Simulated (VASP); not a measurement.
```yaml
crystal:
  lattice:
    - [3.96125, 0.00000, 0.00000]
    - [0.00000, 3.96125, 0.00000]
    - [0.00000, 0.00000, 3.96125]
  atoms:
    - { symbol: K, position: [0.00000, 0.00000, 0.00000] }
    - { symbol: Mg, position: [0.50000, 0.50000, 0.50000] }
    - { symbol: F, position: [0.50000, 0.00000, 0.50000] }
    - { symbol: F, position: [0.00000, 0.50000, 0.50000] }
    - { symbol: F, position: [0.50000, 0.50000, 0.00000] }
```

These are revTPSS meta-GGA, VASP's PBE PAW potentials (set 64) (plane waves; VASP 6.6.1) values and carry that method's errors. Settings: 520 eV cut-off, 6×6×6 Γ-centred mesh, Gaussian smearing of 0.050 eV, potentials K_sv Mg F.

### Question
Estimate the energy per atom (σ→0), pressure, band gap (on the k-mesh) with the smallest direct gap where there is one.

### Answer

The band gap (on the k-mesh) is 7.62 eV and the smallest direct gap (on the k-mesh) is 7.95 eV. The energy per atom (σ→0) comes out as -6.261 eV/atom and the pressure is 2.51 GPa.

The compound is KMgF3 in the cubic perovskite structure. This cell is one point of a volume scan, at 0.97 of the reference volume.
